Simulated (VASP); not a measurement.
# RbNiBi (P4/mmm) in VASP: relaxation of the atoms with LDA+U

Aim: the relaxation of the atoms of RbNiBi with LDA+U.

All numbers are computed with VASP 6.6.1; they aren't measurements. Logs are shortened: lines on timing, memory, paths and dates and some standing lists are left out, and cuts for length are marked.

### Step 1. Starting point

Symmetry: P4/mmm, No. 123, tetragonal system. The conventional cell has a = 4.327 Å, b = 4.327 Å, c = 4.389 Å, α = 90.00°, β = 90.00°, γ = 90.00°. Rb (site symmetry 4/mmm) has 2 Ni at 2.19 Å as nearest neighbours. Around Ni (site symmetry 4/mmm) lie 2 Rb at 2.19 Å. Around Bi (site symmetry 4/mmm) lie 4 Rb at 3.06 Å.

The cell was built by a generator and needn't be a form met in nature.

### Step 2. Relaxation of the atoms, LDA+U, collinear spin, antiferromagnetic start

run.py

```python
from ase.calculators.vasp import Vasp
from ase.io import read
from ase.optimize import BFGSLineSearch

atoms = read('POSCAR')
atoms.set_initial_magnetic_moments([0.0, 0.0, 1.0, -1.0, 0.0, 0.0])
calc = Vasp(
    directory='calc',
    xc='lda',
    pp='LDA',
    setups='minimal',
    prec='Accurate',
    encut=500,
    ediff=1e-06,
    ismear=1,
    sigma=0.1,
    lreal=False,
    lasph=True,
    nelm=100,
    algo='Normal',
    isif=2,
    lwave=True,
    lcharg=False,
    ispin=2,
    lorbit=11,
    lmaxmix=4,
    ldautype=2,
    ldauprint=1,
    ldau_luj={'Ni': {'L': 2, 'U': 3.5, 'J': 0.5}},
    kpts=[6, 6, 6],
    gamma=True,
)
atoms.calc = calc
opt = BFGSLineSearch(atoms, trajectory='relax.traj')
converged = opt.run(fmax=0.005, steps=40)
print('converged:', converged)

print('energy (eV):', atoms.get_potential_energy())
print('free energy (eV):', atoms.get_potential_energy(force_consistent=True))
print('forces (eV/A):')
print(atoms.get_forces())
print('stress (eV/A^3, Voigt):', atoms.get_stress())
print('Fermi level (eV):', calc.get_fermi_level())
print('moment (muB):', atoms.get_magnetic_moment())
print('site moments (muB):', atoms.get_magnetic_moments())
print('cell (A, degrees):', atoms.cell.cellpar())
print('volume (A^3):', atoms.get_volume())
print('scaled positions:')
print(atoms.get_scaled_positions())
```

POSCAR

```
RbNiBi
1.0
    0.0000000000      4.3267820600      4.3888483500
    4.3267820600      0.0000000000      4.3888483500
    4.3267820600      4.3267820600      0.0000000000
Rb Ni Bi
2 2 2
Direct
    0.0000000000      0.0000000000      0.5000000000
    0.5000000000      0.5000000000      0.0000000000
    0.2500000000      0.2500000000      0.2500000000
    0.7500000000      0.7500000000      0.7500000000
    0.0000000000      0.0000000000      0.0000000000
    0.5000000000      0.5000000000      0.5000000000
```

Potentials or basis: VASP PAW LDA potentials, release 64 (Rb_pv, Ni, Bi).

The run is started by

```console
python run.py
```

Log:

```text
Step[ FC]     Time          Energy          fmax
BFGSLineSearch:    0[  0] --:--:--       -8.510222       0.0000
converged: True
energy (eV): -8.50811405
free energy (eV): -8.51022196
forces (eV/A):
[[ 0. -0.  0.]
 [ 0.  0. -0.]
 [-0. -0. -0.]
 [ 0.  0.  0.]
 [-0. -0.  0.]
 [-0.  0.  0.]]
stress (eV/A^3, Voigt): [-0.05937074 -0.05937074 -0.07102538 -0.         -0.         -0.        ]
Fermi level (eV): 2.3947213
moment (muB): -0.0
site moments (muB): [ 0.  0. -0.  0.  0.  0.]
cell (A, degrees): [ 6.16303763  6.16303763  6.11899387 60.23612199 60.23612199 59.52775601]
volume (A^3): 164.32763731546845
scaled positions:
[[0.   0.   0.5 ]
 [0.5  0.5  0.  ]
 [0.25 0.25 0.25]
 [0.75 0.75 0.75]
 [0.   0.   0.  ]
 [0.5  0.5  0.5 ]]
```

OUTCAR:

```text
ENCUT = 500.000000
   EDIFF = 1.00e-06
   PREC = Accurate
   ISIF = 2
   ISMEAR = 1
   ISPIN = 2
   LORBIT = 11
   NELM = 100
   LASPH = .TRUE.
   LREAL = .FALSE.

 ion  position               nearest neighbor table
   1  0.000  0.000  0.500-   3 2.19   4 2.19   5 3.06   5 3.06   6 3.06   6 3.06   2 4.33   2 4.33
                             2 4.33   2 4.33   2 4.39   2 4.39
   2  0.500  0.500  0.000-   3 2.19   4 2.19   6 3.06   6 3.06   5 3.06   5 3.06   1 4.33   1 4.33
                             1 4.33   1 4.33   1 4.39   1 4.39
   3  0.250  0.250  0.250-   1 2.19   2 2.19
   4  0.750  0.750  0.750-   1 2.19   2 2.19
   5  0.000  0.000  0.000-   1 3.06   1 3.06   2 3.06   2 3.06
   6  0.500  0.500  0.500-   2 3.06   2 3.06   1 3.06   1 3.06

 -----------------------------------------------------------------------------
|                                                                             |
|           W    W    AA    RRRRR   N    N  II  N    N   GGGG   !!!           |
|           W    W   A  A   R    R  NN   N  II  NN   N  G    G  !!!           |
|           W    W  A    A  R    R  N N  N  II  N N  N  G       !!!           |
|           W WW W  AAAAAA  RRRRR   N  N N  II  N  N N  G  GGG   !            |
|           WW  WW  A    A  R   R   N   NN  II  N   NN  G    G                |
|           W    W  A    A  R    R  N    N  II  N    N   GGGG   !!!           |
|                                                                             |
|     The distance between some ions is very small. Please check the          |
|     nearest-neighbor list in the OUTCAR file.                               |
|     I HOPE YOU KNOW WHAT YOU ARE DOING!                                     |
|                                                                             |
 -----------------------------------------------------------------------------

  LATTYP: Found a body centered tetragonal cell.
 ALAT       =     6.1189938707
 C/A-ratio  =     1.4344999988

  Lattice vectors:

 A1 = (  -4.3267820600,   0.0000000000,   4.3888483500)
 A2 = (   4.3267820600,   0.0000000000,   4.3888483500)
 A3 = (   0.0000000000,   4.3267820600,  -4.3888483500)

Analysis of symmetry for initial positions (statically):
=====================================================================
 Subroutine PRICEL returns following result:

  LATTYP: Found a simple tetragonal cell.
 ALAT       =     4.3267820600
 C/A-ratio  =     1.0143446767
[... 12 lines left out ...]
 Subroutine GETGRP returns: Found 16 space group operations
 (whereof 16 operations were pure point group operations)
 out of a pool of 16 trial point group operations.

The static configuration has the point symmetry D_4h.

Analysis of symmetry for dynamics (positions and initial velocities):
=====================================================================
 Subroutine PRICEL returns following result:

  LATTYP: Found a simple tetragonal cell.
 ALAT       =     4.3267820600
 C/A-ratio  =     1.0143446767
[... 234 lines left out ...]
 onsite density matrix

spin component  1

  0.8605  0.0000  0.0000 -0.0000  0.0000
  0.0000  0.8987 -0.0000  0.0000 -0.0000
  0.0000 -0.0000  0.9006 -0.0000  0.0000
 -0.0000  0.0000 -0.0000  0.8987 -0.0000
  0.0000 -0.0000  0.0000 -0.0000  0.9154

spin component  2

  0.8604  0.0000  0.0000 -0.0000  0.0000
  0.0000  0.8987 -0.0000  0.0000 -0.0000
  0.0000 -0.0000  0.9006 -0.0000  0.0000
 -0.0000  0.0000 -0.0000  0.8987 -0.0000
  0.0000 -0.0000  0.0000 -0.0000  0.9154

 occupancies and eigenvectors

  o =  0.8604  v =  0.0000  0.0000  0.0000  0.0000  0.0000  1.0000  0.0000  0.0000  0.0000  0.0000      0.0000  0.0000  0.0000  0.0000  0.0000  0.0000  0.0000  0.0000  0.0000  0.0000
  o =  0.8605  v =  1.0000  0.0000  0.0000  0.0000  0.0000  0.0000  0.0000  0.0000  0.0000  0.0000      0.0000  0.0000  0.0000  0.0000  0.0000  0.0000  0.0000  0.0000  0.0000  0.0000
  o =  0.8987  v =  0.0000  0.2196 -0.0000 -0.9756  0.0000  0.0000  0.0000  0.0000  0.0000  0.0000      0.0000  0.0000  0.0000  0.0000  0.0000  0.0000  0.0000  0.0000  0.0000  0.0000
  o =  0.8987  v =  0.0000  0.9756  0.0000  0.2196  0.0000  0.0000  0.0000  0.0000  0.0000  0.0000      0.0000  0.0000  0.0000  0.0000  0.0000  0.0000  0.0000  0.0000  0.0000  0.0000
  o =  0.8987  v =  0.0000  0.0000  0.0000  0.0000  0.0000  0.0000  0.9648 -0.0000 -0.2630 -0.0000      0.0000  0.0000  0.0000  0.0000  0.0000  0.0000  0.0000  0.0000  0.0000  0.0000
  o =  0.8987  v =  0.0000  0.0000  0.0000  0.0000  0.0000  0.0000  0.2630 -0.0000  0.9648  0.0000      0.0000  0.0000  0.0000  0.0000  0.0000  0.0000  0.0000  0.0000  0.0000  0.0000
  o =  0.9006  v =  0.0000  0.0000 -1.0000  0.0000  0.0000  0.0000  0.0000  0.0000  0.0000  0.0000      0.0000  0.0000  0.0000  0.0000  0.0000  0.0000  0.0000  0.0000  0.0000  0.0000
  o =  0.9006  v =  0.0000  0.0000  0.0000  0.0000  0.0000  0.0000 -0.0000 -1.0000 -0.0000 -0.0000      0.0000  0.0000  0.0000  0.0000  0.0000  0.0000  0.0000  0.0000  0.0000  0.0000
  o =  0.9154  v =  0.0000 -0.0000  0.0000  0.0000  1.0000  0.0000  0.0000  0.0000  0.0000  0.0000      0.0000  0.0000  0.0000  0.0000  0.0000  0.0000  0.0000  0.0000  0.0000  0.0000
  o =  0.9154  v =  0.0000  0.0000  0.0000  0.0000  0.0000  0.0000  0.0000 -0.0000 -0.0000  1.0000      0.0000  0.0000  0.0000  0.0000  0.0000  0.0000  0.0000  0.0000  0.0000  0.0000

 number of electron      43.9999981 magnetization      -0.0000000

 Free energy of the ion-electron system (eV)
  ---------------------------------------------------
  ext. energy  EPLUGINS =         0.00000000
  ---------------------------------------------------
  free energy    TOTEN  =        -8.51022196 eV

  energy without entropy =       -8.50389822  energy(sigma->0) =       -8.50811405

 E-fermi :   2.3947     XC(G=0):  -9.6457

 val. band max:        2.3934447271   @ k =   0.1667   0.0000   0.0000
 cond. band min:       2.3970066483   @ k =   0.3333   0.0000   0.1667
 fundamental gap:      0.0035619211
 Fermi energy:         2.3947213045

 spin component 1

 k-point     1 :       0.0000    0.0000    0.0000
  band No.  band energies     occupation
      1     -10.6529      1.00000
      2      -9.8323      1.00000
      3      -9.5019      1.00000
      4      -9.5019      1.00000
      5      -9.1008      1.00000
      6      -9.1008      1.00000
[... 1385 lines left out ...]
     25       3.4738     -0.00000
     26       4.7169      0.00000

 [... further k-points ...]
[... 5 lines left out ...]
  --------------------------------------------------------------------------------------
  -------------------------------------------------------------------------------------
  Total        9.7562486      9.7562486     11.6714275      0.0000000      0.0000000      0.0000000
  in kB       95.1224063     95.1224063    113.7952008      0.0000000      0.0000000      0.0000000
  external PRESSURE =     101.3466711 kB  Pullay stress =       0.0000000 kB

 VOLUME and BASIS-vectors are now :
 -----------------------------------------------------------------------------
  energy-cutoff  :      500.00
  volume of cell :      164.33
      direct lattice vectors                 reciprocal lattice vectors
     0.000000000  4.326782060  4.388848350    -0.115559322  0.115559322  0.113925103
     4.326782060  0.000000000  4.388848350     0.115559322 -0.115559322  0.113925103
     4.326782060  4.326782060  0.000000000     0.115559322  0.115559322 -0.113925103

 POSITION                                       TOTAL-FORCE (eV/Angst)
 -----------------------------------------------------------------------------------
      2.16339      2.16339      0.00000         0.000000     -0.000000      0.000000
      2.16339      2.16339      4.38885         0.000000      0.000000     -0.000000
      2.16339      2.16339      2.19442        -0.000000     -0.000000     -0.000000
      6.49017      6.49017      6.58327         0.000000      0.000000      0.000000
      0.00000      0.00000      0.00000        -0.000000     -0.000000      0.000000
      4.32678      4.32678      4.38885        -0.000000      0.000000      0.000000
 -----------------------------------------------------------------------------------
    total drift:                               -0.000000      0.000000      0.000000

  FREE ENERGIE OF THE ION-ELECTRON SYSTEM (eV)
  ---------------------------------------------------
  free  energy   TOTEN  =        -8.5102219636 eV

  energy  without entropy=       -8.5038982232  energy(sigma->0) =       -8.50811405

 total charge

# of ion       s       p       d       tot
------------------------------------------
    1        0.309   6.450   0.843   7.601
    2        0.309   6.450   0.843   7.601
    3        0.276   0.178   8.913   9.368
    4        0.276   0.178   8.913   9.368
    5        1.750   1.903   0.035   3.689
    6        1.750   1.903   0.035   3.689
--------------------------------------------------
tot          4.671  17.061  19.583  41.315

 magnetization (x)

# of ion       s       p       d       tot
------------------------------------------
    1        0.000   0.000   0.000   0.000
    2        0.000   0.000   0.000   0.000
    3       -0.000   0.000  -0.000  -0.000
    4        0.000  -0.000   0.000   0.000
    5        0.000   0.000   0.000   0.000
    6        0.000   0.000   0.000   0.000
--------------------------------------------------
tot          0.000   0.000   0.000   0.000
```

INCAR:

```text
ENCUT = 500.000000
SIGMA = 0.100000
EDIFF = 1.00e-06
ALGO = Normal
PREC = Accurate
ISIF = 2
ISMEAR = 1
ISPIN = 2
LDAUPRINT = 1
LDAUTYPE = 2
LMAXMIX = 4
LORBIT = 11
NELM = 100
LASPH = .TRUE.
LCHARG = .FALSE.
LWAVE = .TRUE.
LREAL = .FALSE.
LDAU = .TRUE.
LDAUL = -1 2 -1
LDAUU = 0.000 3.500 0.000
LDAUJ = 0.000 0.500 0.000
MAGMOM = 2*0.0000 1*1.0000 1*-1.0000 2*0.0000
```

It took 5.4 min on 1 thread of Intel Xeon Platinum 8375C at 2.90GHz (Ice Lake), shared host; peak memory 0.42 GiB.

What came out:

```yaml
Free_energy: -8.5102 eV
Pressure_after_relaxing: 10.1 GPa
Band_gap_on_the_k_mesh: none (metal or under the smearing width)
Net_moment: 0.00 μB per cell
Valence_electrons_inside_the_program's_atomic_spheres: Rb 7.60; Ni 9.37; Bi 3.69
```

Final structure:
```xyz
6
Lattice="0.0000 4.3268 4.3888 4.3268 0.0000 4.3888 4.3268 4.3268 0.0000" Properties=species:S:1:pos:R:3 pbc="T T T"
Rb    2.1634    2.1634    0.0000
Rb    2.1634    2.1634    4.3888
Ni    2.1634    2.1634    2.1944
Ni    6.4902    6.4902    6.5833
Bi    0.0000    0.0000    0.0000
Bi    4.3268    4.3268    4.3888
```

Eigenvalues of the final occupation matrices:
```tsv
site	spin	trace	eigenvalues
site 3 d	1	4.47	0.86 0.90 0.90 0.90 0.92
site 3 d	2	4.47	0.86 0.90 0.90 0.90 0.92
site 4 d	1	4.47	0.86 0.90 0.90 0.90 0.92
site 4 d	2	4.47	0.86 0.90 0.90 0.90 0.92
```

Caveat: the relaxation stopped at its first step, so nothing moved; spin-orbit coupling is left out, which moves the levels of the heavy elements; the U is typed as a test and isn't derived for this compound.
